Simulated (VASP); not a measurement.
Pt:

```
CELL_PARAMETERS angstrom
0.00000 1.96090 1.96090
1.96090 0.00000 1.96090
1.96090 1.96090 0.00000
ATOMIC_POSITIONS crystal
Pt 0.00000 0.00000 0.00000
```

```yaml
Program: VASP 6.6.1
Task: relaxation of cell and atoms
Functional: PBE
Potentials_or_basis: VASP PAW PBE potentials, release 64 (Pt)
Cutoff: 600 eV
k_mesh: 16 × 16 × 16
Occupations: methfessel-paxton, width 0.1 eV
Spin: no spin polarisation
```

At the start: pressure 9.4 GPa; volume 15.08 Å³/atom.

Where does the relaxation end?

Over 4 steps the energy falls by 14.9 meV/atom and the volume is 15.61 Å³/atom (+3.5 %); space group Fm-3m (No. 225, to 0.05 Å).

Step by step:
```tsv
step	energy change (eV)	largest force (eV/Å)	pressure (GPa)	volume (Å³)
1	0.0000	0.0000	9.45	15.08
2	0.0775	0.0000	-17.81	17.10
3	-0.0149	0.0000	-0.29	15.62
4	-0.0149	0.0000	-0.04	15.61
```

Final structure:
```xyz
1
Lattice="0.0000 1.9835 1.9835 1.9835 0.0000 1.9835 1.9835 1.9835 0.0000" Properties=species:S:1:pos:R:3 pbc="T T T"
Pt    0.0000    0.0000    0.0000
```
